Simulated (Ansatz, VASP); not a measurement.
## HfTa: VASP beside Ansatz

```
Hf Ta
1.0
     0.00000    2.82155    2.82155
     2.82155    0.00000    2.82155
     2.82155    2.82155    0.00000
Hf Ta
1 1
Cartesian
  0.0000 0.0000 0.0000
  2.8215 2.8215 2.8215
```

Change from the starting cell: species swapped into the TmAs type (Fm-3m, No. 225).

Alike in both runs: functional PBE; k mesh 6 × 6 × 6; occupations gaussian, width 0.1 eV; no spin polarisation.

Ansatz relaxed the structure, and its values are those at the end. VASP's run is a single point on that final structure, the one shown.

|  | VASP | Ansatz |
| --- | --- | --- |
| version | VASP 6.6.1 | Ansatz 0.2.0 |
| potentials or method | VASP PAW PBE potentials, release 64 (Hf_pv, Ta_pv) | scalar-relativistic, plane waves, PAW |
| plane-wave cutoff (eV) | 520 | 420 |
| valence electrons in the cell | 21 | 39 |

```tsv
	VASP	Ansatz	Ansatz less VASP
gap on the k mesh at the Fermi level (eV)	none	none	-
pressure (GPa)	0.1	0.3	+0.20
```

A gap of «none» marks a metal or a gap that the smearing closes. The two sets of potentials don't hold the same shells in valence.

The runs have no spin-orbit coupling, so splittings on Hf, Ta are missing.
